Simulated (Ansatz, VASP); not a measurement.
## SnSe2 in two plane-wave programs

Wanted: the spread between two codes on one cell, functional and k mesh. The structure shown is the start of the Ansatz relaxation below; VASP solves that cell, so the two are compared at the walk's first step.

Method: plane waves, with VASP 6.6.1 beside it; single point at PBEsol with D3(BJ), in Ansatz 0.2.0.

## 1. The structure

Symmetry: P-3m1, No. 164, trigonal system. The conventional cell has a = 3.833 Å, b = 3.833 Å, c = 5.975 Å, α = 90.00°, β = 90.00°, γ = 120.00°. Nearest to Se lie 3 Sn at 2.73 Å. Sn has 6 Se at 2.73 Å nearest. Farther neighbours and most contacts between anions are not listed.

## 2. Ansatz: relaxation, PBEsol with D3(BJ)

Ansatz runs on its PAW soft_1 files.

The two programs are compared at the cell with which this relaxation starts, whose forces are those of its first step.

The input, input.yaml:

```yaml
crystal:
  lattice:
    - [3.8331957996, 0.0, 0.0]
    - [-1.9165978998, 3.3196449402, 0.0]
    - [0.0, 0.0, 5.9752180687]
  atoms:
    - { symbol: Se, position: [0.3333333333, 0.6666666667, 0.2672043635] }
    - { symbol: Se, position: [0.6666666667, 0.3333333333, 0.7327956365] }
    - { symbol: Sn, position: [0.0, 0.0, 0.0] }
kpoints:
  mp_grid: { grid: [12, 12, 6] }
hamiltonian:
  xc: pbesol
  dispersion: d3bj
  pseudopotentials: { kind: paw, azcp: { folder: soft_1 }, xc_functional: pbe }
scf:
  occupations: { method: gaussian, width: 0.02 }
output:
  forces: true
  stress: true
  eigenvalues: true
relax:
  adjacent_minimum: "off"
  f_tol: 0.001
  max_steps: 60
  cell: { stress_tol: 0.01, fix: [volume] }
```

Command:

```console
$ ansatz run input.yaml --threads 4 --pin off --max-ram 10240MiB --backend cpu --events-out ev --progress --plain --runs-dir out
```

Numbers of over 12 decimals in the logs are rounded to 6 here.

What it wrote:

```text
Engine: ansatz 0.2.0, aarch64-unknown-linux-gnu
Pseudopotentials: kind: paw
Pseudopotential: Se, paw, valence charge 16, recommended cutoff 420 eV (normal), soft_1/Se.paw.azcp
Pseudopotential: Sn, paw, valence charge 14, recommended cutoff 420 eV (normal), soft_1/Sn.paw.azcp
Functional definition: PBEsol
  exchange = pbesol_x
  correlation = pbesol_c
Crystal: 3 atoms, lattice volume = 76.034 Å³
Basis set: ecut = 420 eV, 1459 PW (Γ), exchange–correlation on 54×54×80 points (8 copies of the dense FFT grid, shifted against one another)
Bands: 28, of which v1, the nominal top of the filled ones, is band 23 counted from 1 (22 counted from 0)
Symmetry: 12 space group operations
Space group: P-3m1 (ITA 164), of the structure as read, at distance tolerance 4.2e-5 Å
k-points: 100 of 864
Non-local potential: Se, projectors of the file, l = 0: 2, l = 1: 2, l = 2: 3, l = 3: 1
Non-local potential: Sn, projectors of the file, l = 0: 2, l = 1: 2, l = 2: 2, l = 3: 1
PAW form: soft (Blöchl's): semilocal exchange-correlation on the pseudo side does not see the compensation charge
PAW frozen core: Se, regenerated for the run's functional, and the local potential with it (the file was generated under x = pbe(κ = 0.804, μ = 0.219515), c = pbe(β = 0.066725))
PAW frozen core: Sn, regenerated for the run's functional, and the local potential with it (the file was generated under x = pbe(κ = 0.804, μ = 0.219515), c = pbe(β = 0.066725))
PAW one-centre angular grid: Se, 590 points (default); XC on 64 Gauss nodes
PAW one-centre angular grid: Sn, 590 points (default); XC on 64 Gauss nodes
Initial density: superposition of atomic densities (chi_scale 0.1, normalization cell, long waves kept (reshape's long-wave potential 0.08 eV rms))
Initial wavefunctions: pseudopotential atomic-orbital guess
Functional: x = pbesol(κ = 0.804, μ = 0.123457), c = pbesol(β = 0.046)
SCF iter   1: F=—  HF=-16800.744237 eV  |F-HF|=—  |Δ(HF+E_count)|=         —  Δρ=3.21e-2  dr2=1.69e0  ethr=3.10e-3  ⟨swp⟩=7.1  Hψ=12817  notcnv=0
preconditioner: auto → Resta (q_TF=auto, 2.509 Å⁻¹)  ε∞=4.1  [insulator: Δε(μ)=0.102 eV  Ē_g=9.738 eV  σ=0.020 eV  W_gap=1.00  n_scr=22 (ndim 8)  ℏωp=17.0 eV  f_vac=0.021  D(μ)=0.00/eV (n_scr^D=0)  ε∞_Penn≈4.1]
SCF iter   2: F=—  HF=-16800.365579 eV  |F-HF|=—  |Δ(HF+E_count)|=   3.79e-1  Δρ=1.57e-2  dr2=2.26e-1  ethr=3.10e-3  ⟨swp⟩=2.2  Hψ=4066  notcnv=0  defer=99
SCF iter   3: F=—  HF=-16800.306283 eV  |F-HF|=—  |Δ(HF+E_count)|=   5.93e-2  Δρ=5.09e-3  dr2=1.53e-2  ethr=4.92e-4  ⟨swp⟩=2.2  Hψ=3581  notcnv=0  defer=99
SCF iter   4: F=—  HF=-16800.304177 eV  |F-HF|=—  |Δ(HF+E_count)|=   2.11e-3  Δρ=1.06e-3  dr2=1.26e-3  ethr=3.32e-5  ⟨swp⟩=2.1  Hψ=5410  notcnv=0  defer=99
SCF iter   5: F=—  HF=-16800.304118 eV  |F-HF|=—  |Δ(HF+E_count)|=   5.82e-5  Δρ=4.47e-4  dr2=1.62e-4  ethr=2.74e-6  ⟨swp⟩=2.0  Hψ=5281  notcnv=0  defer=99
SCF iter   6: F=—  HF=-16800.304267 eV  |F-HF|=—  |Δ(HF+E_count)|=   1.49e-4  Δρ=1.24e-4  dr2=1.44e-5  ethr=3.52e-7  ⟨swp⟩=3.0  Hψ=5001  notcnv=0  defer=99
SCF iter   7: F=—  HF=-16800.304278 eV  |F-HF|=—  |Δ(HF+E_count)|=   1.02e-5  Δρ=3.46e-5  dr2=9.11e-7  ethr=3.13e-8  ⟨swp⟩=2.0  Hψ=4100  notcnv=0  defer=99
SCF iter   8: F=-16800.304279 eV  HF=-16800.304279 eV  |F-HF|=5.30e-8  |Δ(HF+E_count)|=   1.69e-6  Δρ=6.34e-6  dr2=6.95e-8  ethr=2.17e-10  ⟨swp⟩=11.1  Hψ=14454  notcnv=0
SCF 1 converged in 8 iterations: F = -16800.304279 eV  dr2 = 6.95e-8
  greatest PAW one-centre occupation: 1.000 electrons in one spin orbital (limit 2), on the Se atom at site 1 (counted from 0), in its partial waves of l = 2
relax step   1: F+E_penalty+E_count = -16800.30427931 eV  Δ(F+E_penalty+E_count) = +0.000e0 eV  max|allowed force component| = 1.479e-1 eV/Å  Δτ_max = 0.0000 Å  P = -2.605 GPa  Ω = 76.034 Å³  fix = [volume]  reactions: volume -2.605 GPa  (8 SCF iters, dr2 threshold 1.00e-7 eV, accepted)
[...]
relax step   3: F+E_penalty+E_count = -16800.30776005 eV  Δ(F+E_penalty+E_count) = -3.481e-3 eV  max|allowed force component| = 4.167e-3 eV/Å  Δτ_max = 0.0213 Å  P = -1.911 GPa  Ω = 76.034 Å³  energy of the carried Pulay correction = +1.890e-18 eV  fix = [volume]  reactions: volume -1.911 GPa  (10 SCF iters, accepted)
[...]
relax step   4: F+E_penalty+E_count = -16800.30790389 eV  Δ(F+E_penalty+E_count) = -1.438e-4 eV  max|allowed force component| = 4.639e-3 eV/Å  Δτ_max = 0.0033 Å  P = -1.798 GPa  Ω = 76.034 Å³  energy of the carried Pulay correction = -3.780e-18 eV  fix = [volume]  reactions: volume -1.798 GPa  (5 SCF iters, dr2 threshold 3.50e-8 eV, accepted)
[...]
relax step   5: F+E_penalty+E_count = -16800.30791085 eV  Δ(F+E_penalty+E_count) = -6.952e-6 eV  max|allowed force component| = 9.332e-4 eV/Å  Δτ_max = 0.0001 Å  P = -1.803 GPa  Ω = 76.034 Å³  energy of the carried Pulay correction = -9.449e-19 eV  fix = [volume]  reactions: volume -1.803 GPa  (4 SCF iters, dr2 threshold 3.11e-9 eV, accepted)
[...]
relax step   6: F+E_penalty+E_count = -16800.30791564 eV  Δ(F+E_penalty+E_count) = -4.791e-6 eV  max|allowed force component| = 9.213e-4 eV/Å  Δτ_max = 0.0000 Å  P = -1.803 GPa  Ω = 76.034 Å³  fix = [volume]  reactions: volume -1.803 GPa  stress off target by 1.27e-3 GPa on what of the cell is left free  SCF on the basis re-selected at this cell (its energy is not comparable with the rows above)  (7 SCF iters)
basis re-selected at this cell: Δ(F+E_penalty+E_count) = -4.791e-6 eV, ΔP = +0.000 GPa vs the last step (what re-selecting the basis moved, of the pressure what is left beyond the Pulay correction that the steps carried, after the strain that the cell walked since its last selection, with what the two solves' SCF thresholds leave and, on support functions, any second-order correction that the steps lacked; it is no measure of the basis error at this ecutwfc). The dense FFT grid was sized anew with the basis: this SCF ran on 27×27×45 points, the steps before it on 27×27×40, so part of this shift can come from that change (see relax.cell in the input reference). [rest of the remark cut]
SCF converged after 7 iterations
Free energy (F): -16800.307916 eV
Harris-Foulkes:  -16800.307916 eV  (|F-HF|=3.64e-12)
Internal energy: -16800.307916 eV  (E = F + TS)
E sigma→0 (E₀):  -16800.307916 eV
Fermi energy:    8.318665 eV
--- Per-component energies (eV) ---
  E_band       = -864.260837
  E_kinetic    = 390.394943
  E_local      = -6483.131592  (includes V_loc(G=0)·N_el)
  E_nonlocal   = -558.281744
  E_hartree    = 3376.340327
  E_xc         = -293.337315
  E_vxc        = -260.550430  (∫ρ·V_xc dr)
  E_paw        = -8470.679353  (= ΣΔE_a)
  E_vpaw       = -705.372216  (= ΣTr[D̂ρ^β])
  E_aug_tail   = -0.000468  (compensation charges beyond the density's cutoff)
  E_ewald      = -4762.913137
  E_disp       = -1.001320  (pairwise vdW)
  E_core_change = 2.301743  (= ΣΔE_core)
  E_smearing   = -0.000000  (= −TS)
  E_closure    = 0.000000  (closes the sum)
  Σ components = -16800.307916   (vs F -16800.307916, Δ=0.00e0)
--- Forces (eV/Å), atoms counted from 1 ---
  atom   1  Se    -0.00000000     0.00000000    -0.00092126
  atom   2  Se    -0.00000000    -0.00000000     0.00092126
  atom   3  Sn     0.00000000    -0.00000000     0.00000000
  max |Σ_I F_I| component: 2.31e-18 eV/Å
--- Stress (GPa, compression-positive) ---
       -1.803925       0.000000      -0.000000
        0.000000      -1.803925       0.000000
       -0.000000       0.000000      -1.802027
  P = ⅓ Tr σ = -1.8033 GPa (-18.033 kbar)
--- Band table (eV; the first three rows and the last of 100) ---
  k-point 0: bands = [... 19 lower, 7.4364, 7.6322, 7.6322, 8.0023, 8.8703, 10.9961, 12.6318, 12.6318, ... 1 higher]
  k-point 1: bands = [... 19 lower, 7.3767, 7.3767, 7.7142, 7.7142, 9.5274, 10.9979, 12.5346, 12.5346, ... 1 higher]
  k-point 2: bands = [... 19 lower, 7.3077, 7.3077, 7.8292, 7.8292, 10.2273, 10.9621, 12.3508, 12.3508, ... 1 higher]
  k-point 99: bands = [... 19 lower, 3.7417, 4.2150, 7.6989, 7.6989, 10.3680, 12.2867, 12.2867, 13.8155, ... 1 higher]
--- Relaxed structure (5 steps of the walk, 4 accepted, 1 SCFs on fresh bases) ---
  F+E_penalty+E_count = -16800.30791564 eV   max|allowed force component| = 9.213e-4 eV/Å   (the final SCF, on the basis selected at the relaxed cell)
  cell:  # Å, volume = 76.0337 Å³
    - [3.815508, 0, 1.315214565071615e-18]
    - [-1.907754, 3.304327, -6.576072825358097e-19]
    - [2.050167600145697e-18, 0, 6.030745]
  atoms:
    - { symbol: Se, position: [0.333333, 0.666667, 0.263111] }
    - { symbol: Se, position: [0.666667, 0.333333, 0.736889] }
    - { symbol: Sn, position: [0, 0, 0] }
```

The column dr2 measures how far the density is from self-consistency, as an energy; F and HF (Harris–Foulkes) agree once it is small.

## 3. VASP: single point, PBEsol with D3(BJ), start cell, pair 1

The same cell, functional, mesh and smearing now go to VASP, with its own data sets.

Lines of VASP's logs that name or quote its potential files are left out, and so is its time.

The input, INCAR:

```
SYSTEM = SnSe2
PREC = Accurate
ENCUT = 400
EDIFF = 1E-06
NELM = 120
ISMEAR = 0
SIGMA = 0.02
LREAL = .FALSE.
ALGO = Normal
GGA = PS
IVDW = 12
NBANDS = 19
LORBIT = 11
LWAVE = .FALSE.
LCHARG = .FALSE.
ISIF = 2
LASPH = .TRUE.
GGA_COMPAT = .FALSE.
EFERMI = MIDGAP
KPAR = 2
```

The input, POSCAR:

```
SnSe2
1.0
    3.8331960000      0.0000000000      0.0000000000
   -1.9165980000      3.3196450000      0.0000000000
    0.0000000000      0.0000000000      5.9752180000
Se Sn
2 1
Direct
    0.3333333835      0.6666667671      0.2672043095
    0.6666666165      0.3333332329      0.7327956905
    0.0000000000      0.0000000000      0.0000000000
```

The input, KPOINTS:

```
Automatic mesh
0
Gamma
12 12 6
0 0 0
```

Potentials, in the order of the species: Se and Sn_d (PBE family, release 64).

Command:

```console
$ mpirun -np 2 vasp_std
```

What it wrote:

```text
[banner, memory and clock lines left out]
running    2 mpi-ranks, on    1 nodes
 distrk:  each k-point on    1 cores,    2 groups
 distr:  one band on    1 cores,    1 groups

 POSCAR found type information on POSCAR SeSn
 POSCAR found :  2 types and       3 ions
|                                                                             |
|               ----> ADVICE to this user running VASP <----                  |
|                                                                             |
|     You enforced a specific xc type in the INCAR file but a different       |
|     [... a line on the potential file left out ...]
|     I HOPE YOU KNOW WHAT YOU ARE DOING!                                     |
|                                                                             |

 LDA part: xc-table for (Slater+PW92), standard interpolation
 POSCAR, INCAR and KPOINTS ok, starting setup
 FFT: planning ... GRIDC
 FFT: planning ... GRID_SOFT
 FFT: planning ... GRID
 WAVECAR not read
 entering main loop
       N       E                     dE             d eps       ncg     rms          rms(c)
DAV:   1     0.180881400968E+03    0.18088E+03   -0.10666E+04  3853   0.131E+03
DAV:   2     0.646596474907E+01   -0.17442E+03   -0.16924E+03  4096   0.340E+02
DAV:   3    -0.125957870912E+02   -0.19062E+02   -0.18444E+02  4753   0.106E+02
DAV:   4    -0.132157701001E+02   -0.61998E+00   -0.61897E+00  4459   0.201E+01
DAV:   5    -0.132307121018E+02   -0.14942E-01   -0.14941E-01  5221   0.325E+00    0.490E+00
DAV:   6    -0.130022127699E+02    0.22850E+00   -0.47310E-01  5546   0.772E+00    0.311E+00
DAV:   7    -0.129788659848E+02    0.23347E-01   -0.13235E-01  4403   0.253E+00    0.925E-01
DAV:   8    -0.129770562098E+02    0.18098E-02   -0.99753E-03  4770   0.944E-01    0.251E-01
DAV:   9    -0.129770792787E+02   -0.23069E-04   -0.10988E-03  4132   0.242E-01    0.734E-02
DAV:  10    -0.129770797449E+02   -0.46619E-06   -0.94907E-05  4574   0.613E-02    0.274E-02
DAV:  11    -0.129770902329E+02   -0.10488E-04   -0.20606E-05  3986   0.259E-02    0.604E-03
DAV:  12    -0.129770902804E+02   -0.47460E-07   -0.10557E-06  2967   0.842E-03
   1 F= -.13978877E+02 E0= -.13978877E+02  d E =-.148637E-17
```

Parts of OUTCAR (step 3):

```text
ion  position               nearest neighbor table
   1  0.333  0.667  0.267-   3 2.73   3 2.73   3 2.73
   2  0.667  0.333  0.733-   3 2.73   3 2.73   3 2.73
   3  0.000  0.000  0.000-   1 2.73   2 2.73   2 2.73   1 2.73   2 2.73   1 2.73

  LATTYP: Found a hexagonal cell.
 ALAT       =     3.8331960000
 C/A-ratio  =     1.5588083677

 Subroutine GETGRP returns: Found 12 space group operations
 (whereof 12 operations were pure point group operations)

The static configuration has the point symmetry D_3d.

 Found    100 irreducible k-points:

   k-points           NKPTS =    100   k-points in BZ     NKDIM =    100   number of bands    NBANDS=     19

   dimension x,y,z NGX =    28 NGY =   28 NGZ =   40
   dimension x,y,z NGXF=    56 NGYF=   56 NGZF=   80

   ENCUT  =  400.0 eV  29.40 Ry    5.42 a.u.   6.25  6.25  9.74*2*pi/ulx,y,z

   NELECT =      26.0000    total number of electrons

 k-points in reciprocal lattice and weights: Automatic mesh
   0.00000000  0.00000000  0.00000000       0.001
   0.08333333  0.00000000  0.00000000       0.007
   0.16666667  0.00000000  0.00000000       0.007
   0.25000000  0.00000000  0.00000000       0.007
   0.33333333 -0.00000000  0.00000000       0.007
   0.41666667  0.00000000  0.00000000       0.007
   0.50000000  0.00000000  0.00000000       0.003
   0.08333333  0.08333333  0.00000000       0.007
   0.16666667  0.08333333  0.00000000       0.014
[...]
0.33333333  0.25000000  0.50000000       0.014
   0.33333333  0.33333333  0.50000000       0.002

 average (electrostatic) potential at core
       1 -53.1649       2 -53.1649       3-102.2817

 E-fermi :   4.5772

 k-point     1 :       0.0000    0.0000    0.0000
  band No.  band energies     occupation
    ...
      9       3.6929      2.00000
     10       3.6929      2.00000
     11       3.8459      2.00000
     12       3.8459      2.00000
     13       4.3108      2.00000
     14       5.0314      0.00000
     15       7.2400      0.00000
     16       8.8544      0.00000
     17       8.8544      0.00000
     18      12.4149      0.00000
    ...

 k-point     2 :       0.0833    0.0000    0.0000
  band No.  band energies     occupation
    ...
      9       2.7809      2.00000
     10       3.3177      2.00000
     11       3.4560      2.00000
     12       4.0820      2.00000
     13       4.4177      2.00000
     14       5.7270      0.00000
     15       7.6290      0.00000
     16       8.5733      0.00000
     17       8.9581      0.00000
     18      12.2842      0.00000
    ...

 k-point     3 :       0.1667    0.0000    0.0000
  band No.  band energies     occupation
    ...
      9       1.5994      2.00000
     10       2.6475      2.00000
     11       2.8282      2.00000
     12       4.2067      2.00000
     13       4.3560      2.00000
     14       6.3783      0.00000
     15       7.8640      0.00000
     16       8.8291      0.00000
     17       9.1767      0.00000
     18      11.2669      0.00000
    ...

 Edisp (eV)   -1.00179

  Total      -1.19341    -1.19341    -1.20083     0.00000     0.00000     0.00000
  in kB     -25.14737   -25.14737   -25.30378     0.00000     0.00000     0.00000
  external pressure =      -25.20 kB  Pullay stress =        0.00 kB

  energy-cutoff  :      400.00
  volume of cell :       76.03
      direct lattice vectors                 reciprocal lattice vectors
     3.833196000  0.000000000  0.000000000     0.260878911  0.150618515  0.000000000
    -1.916598000  3.319645000  0.000000000     0.000000000  0.301237030  0.000000000
     0.000000000  0.000000000  5.975218000     0.000000000  0.000000000  0.167357911

 POSITION                                       TOTAL-FORCE (eV/Angst)
 -----------------------------------------------------------------------------------
     -0.00000      2.21310      1.59660        -0.000000     -0.000000     -0.129596
      1.91660      1.10655      4.37861         0.000000      0.000000      0.129596
      0.00000      0.00000      0.00000         0.000000     -0.000000      0.000000
 -----------------------------------------------------------------------------------
    total drift:                                0.000000      0.000000      0.000000

  FREE ENERGIE OF THE ION-ELECTRON SYSTEM (eV)
  ---------------------------------------------------
  free  energy   TOTEN  =       -13.9788769555 eV

  energy  without entropy=      -13.9788769555  energy(sigma->0) =      -13.97887696

 total charge
# of ion       s       p       d       tot
------------------------------------------
    1        1.490   2.281   0.028   3.799
    2        1.490   2.281   0.028   3.799
    3        1.068   1.014  10.092  12.174
--------------------------------------------------
tot          4.048   5.575  10.148  19.771

[... 3 further parts left out ...]
```

The run ends at a pressure of -2.52 GPa, with forces up to 0.13 eV/Å.

## 4. Differences

Known differences besides the potentials themselves: the data sets hold 46 valence electrons in Ansatz (on its PAW soft_1 files) and 26 in VASP; the cutoff is 420 eV in Ansatz and 400 eV in VASP; Ansatz makes its cores anew for this functional, VASP keeps those of its PBE data sets. Total energies have different zeros and are not compared.

Forces (eV/Å; atoms numbered as in POSCAR):

| atom | Ansatz x, y, z | VASP x, y, z |
| --- | --- | --- |
| Se1 | 0.000, 0.000, -0.148 | 0.000, 0.000, -0.130 |
| Se2 | 0.000, 0.000, 0.148 | 0.000, 0.000, 0.130 |
| Sn3 | 0.000, 0.000, 0.000 | 0.000, 0.000, 0.000 |

The forces differ by 8.6 meV/Å r.m.s., which is 14.1 % of the r.m.s. force of 0.061 eV/Å (both taken over all components).

## 5. Ansatz: relaxation, PBEsol with D3(BJ)

The two programs are compared at the cell with which this relaxation starts, whose forces are those of its first step. The cell compared in this pair holds 68.86 Å³, against 76.03 Å³ for the pair before.

The structure compared here is the start of the Ansatz relaxation; VASP solves that cell, so the two are compared at the walk's first step.

input.yaml, the sections that differ from step 2:

```yaml
crystal:
  lattice:
    - [3.7570866815, 0.0, 0.0]
    - [-1.8785433407, 3.2537325104, 0.0]
    - [0.0, 0.0, 5.6329864257]
  atoms:
    - { symbol: Se, position: [0.3333333333, 0.6666666667, 0.2795041109] }
    - { symbol: Se, position: [0.6666666667, 0.3333333333, 0.7204958891] }
    - { symbol: Sn, position: [0.0, 0.0, 0.0] }
# kpoints, hamiltonian, scf, output, relax: as in step 2
```

Command:

```console
$ ansatz run input.yaml --threads 4 --pin off --max-ram 10240MiB --backend cpu --events-out ev --progress --plain --runs-dir out
```

What it wrote:

```text
[...]
Crystal: 3 atoms, lattice volume = 68.861 Å³
Basis set: ecut = 420 eV, 1375 PW (Γ), exchange–correlation on 54×54×80 points (8 copies of the dense FFT grid, shifted against one another)
Bands: 28, of which v1, the nominal top of the filled ones, is band 23 counted from 1 (22 counted from 0)
Symmetry: 12 space group operations
[...]
k-points: 100 of 864
[...]
--- Relaxed structure (7 steps of the walk, 6 accepted, 1 SCFs on fresh bases) ---
[...]
cell:  # Å, volume = 68.8608 Å³
    - [3.775377, -2.9008022497899993e-11, 0]
    - [-1.887689, 3.269572, 5.833585125177815e-19]
    - [0, 1.0099326148787314e-18, 5.578539]
  atoms:
    - { symbol: Se, position: [0.333333, 0.666667, 0.283982] }
    - { symbol: Se, position: [0.666667, 0.333333, 0.716018] }
    - { symbol: Sn, position: [0, 0, 0.0] }
[key lines of the parts left out:]
SCF converged after 7 iterations
Free energy (F): -16800.320217 eV
Fermi energy:    10.019156 eV
P = ⅓ Tr σ = 1.7815 GPa (17.815 kbar)
```

(Continued in part 2 of 2.)

[Lines on the potential files, build, host, timing and source positions are cut from VASP's logs without a mark.]

[Logs are printed without paths, hosts, clocks, repeated set-up lines and the standing remarks that a program may print on its own settings, such as how far it seeks lower states.]

[Hosts, paths, dates, database ids (printed as entryN), source tags and the programs' standing remarks are cut or masked in the printed files.]
